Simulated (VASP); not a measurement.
Calculation: PBEsol GGA, VASP's PBE PAW potentials (set 64) (plane waves; VASP).

The input files of a VASP run:

POSCAR:
```
KBr
3.246190
  0.0000000000   0.9999998972   0.9999998972
  0.9999998972   0.0000000000   0.9999998972
  0.9999998972   0.9999998972   0.0000000000
K Br
1 1
Cart
  0.0000000000   0.0000000000   0.0000000000
  0.9999998972   0.9999998972   0.9999998972
```

INCAR:
```
! general
SYSTEM =KBr
PREC   =Accurate
ENCUT  =520
LREAL  =.FALSE.
LASPH  =.TRUE.

! electronic loop
EDIFF  =1E-7
NELM   =100
ALGO   =Normal
LMAXMIX=4

! smearing
ISMEAR =0
SIGMA  =0.05

! functional
GGA    =PS

! ions
ISIF   =2

! output
LWAVE  =.FALSE.
LCHARG =.FALSE.
```

**KPOINTS**
```
kpoints
0
G
 7 7 7
```

POTCAR, in this order: K_sv Br (PBE.64 set). Program: vasp_std.

Output

File OUTCAR:
```
 ion  position               nearest neighbor table
   1  0.000  0.000  0.000-   2 3.25   2 3.25   2 3.25   2 3.25   2 3.25   2 3.25
   2  0.500  0.500  0.500-   1 3.25   1 3.25   1 3.25   1 3.25   1 3.25   1 3.25
  LATTYP: Found a face centered cubic cell.
 ALAT       =     6.4923793328
 Subroutine PRICEL returns:
 Original cell was already a primitive cell.
 Subroutine GETGRP returns: Found 48 space group operations
The static configuration has the point symmetry O_h .
The dynamic configuration has the point symmetry O_h .
 Subroutine INISYM returns: Found 48 space group operations
 Subroutine IBZKPT returns following result:
 Found     20 irreducible k-points:

 Following reciprocal coordinates:
            Coordinates               Weight
  0.000000  0.000000  0.000000      1.000000
  0.142857  0.000000  0.000000      8.000000
  0.285714  0.000000  0.000000      8.000000
  0.428571  0.000000  0.000000      8.000000
  0.142857  0.142857  0.000000      6.000000
  0.285714  0.142857  0.000000     24.000000
  0.428571  0.142857  0.000000     24.000000
 -0.428571  0.142857  0.000000     24.000000
 -0.285714  0.142857  0.000000     24.000000
 -0.142857  0.142857  0.000000     12.000000
  0.285714  0.285714  0.000000      6.000000
  0.428571  0.285714  0.000000     24.000000
 -0.428571  0.285714  0.000000     24.000000
 -0.285714  0.285714  0.000000     12.000000
  0.428571  0.428571  0.000000      6.000000
 -0.428571  0.428571  0.000000     12.000000
  0.428571  0.285714  0.142857     24.000000
 -0.428571  0.285714  0.142857     48.000000
 -0.428571  0.428571  0.142857     24.000000
 -0.285714  0.428571  0.142857     24.000000
   k-points           NKPTS =     20   k-points in BZ     NKDIM =     20   number of bands    NBANDS=     12
   number of dos      NEDOS =    301   number of ions     NIONS =      2
   total plane-waves  NPLWV =  46656
   dimension x,y,z NGX =    36 NGY =   36 NGZ =   36
...
```

OSZICAR:
```
       N       E                     dE             d eps       ncg     rms          rms(c)
DAV:   1     0.102840803245E+03    0.10284E+03   -0.69627E+03   480   0.117E+03
DAV:   2     0.272203000223E+00   -0.10257E+03   -0.94563E+02   580   0.262E+02
DAV:   3    -0.630537970888E+01   -0.65776E+01   -0.65443E+01   616   0.637E+01
DAV:   4    -0.661230767920E+01   -0.30693E+00   -0.30655E+00   868   0.114E+01
DAV:   5    -0.661371616609E+01   -0.14085E-02   -0.14085E-02   612   0.821E-01    0.334E+00
DAV:   6    -0.646125483648E+01    0.15246E+00   -0.24883E-01   572   0.281E+00    0.248E+00
DAV:   7    -0.644925378521E+01    0.12001E-01   -0.11439E-01   600   0.206E+00    0.116E+00
DAV:   8    -0.645593373962E+01   -0.66800E-02   -0.13136E-02   664   0.101E+00    0.147E-01
DAV:   9    -0.645621074042E+01   -0.27700E-03   -0.40854E-04   632   0.137E-01    0.812E-02
DAV:  10    -0.645660903449E+01   -0.39829E-03   -0.48342E-04   544   0.154E-01    0.256E-02
DAV:  11    -0.645660941008E+01   -0.37560E-06   -0.91204E-06   696   0.202E-02    0.108E-02
DAV:  12    -0.645661144598E+01   -0.20359E-05   -0.19953E-06   576   0.120E-02    0.272E-03
DAV:  13    -0.645661191234E+01   -0.46636E-06   -0.74611E-07   616   0.600E-03    0.222E-03
DAV:  14    -0.645661201410E+01   -0.10176E-06   -0.59979E-08   440   0.191E-03    0.789E-04
DAV:  15    -0.645661203095E+01   -0.16850E-07   -0.67537E-09   412   0.761E-04
   1 F= -.64566120E+01 E0= -.64566120E+01  d E =-.108675E-14
```

File OUTCAR:
```
------------------------ aborting loop because EDIFF is reached ----------------------------------------
  FORCE on cell =-STRESS in cart. coord.  units (eV):
  Direction    XX          YY          ZZ          XY          YZ          ZX
  --------------------------------------------------------------------------------------
  Total        0.2125353      0.2125353      0.2125353      0.0000000      0.0000000      0.0000000
  in kB        4.9772570      4.9772570      4.9772570      0.0000000      0.0000000      0.0000000
  external PRESSURE =       4.9772570 kB  Pullay stress =       0.0000000 kB
  volume of cell :       68.42
      direct lattice vectors                 reciprocal lattice vectors
     0.000000000  3.246189666  3.246189666    -0.154026736  0.154026736  0.154026736
     3.246189666  0.000000000  3.246189666     0.154026736 -0.154026736  0.154026736
     3.246189666  3.246189666  0.000000000     0.154026736  0.154026736 -0.154026736
  FREE ENERGIE OF THE ION-ELECTRON SYSTEM (eV)
  ---------------------------------------------------
  free  energy   TOTEN  =        -6.4566120310 eV

  energy  without entropy=       -6.4566120310  energy(sigma->0) =       -6.45661203
```
(Selected blocks of OUTCAR.)

The compound is KBr in the rock salt structure. This cell is one point of a volume scan, at 0.97 of the reference volume.
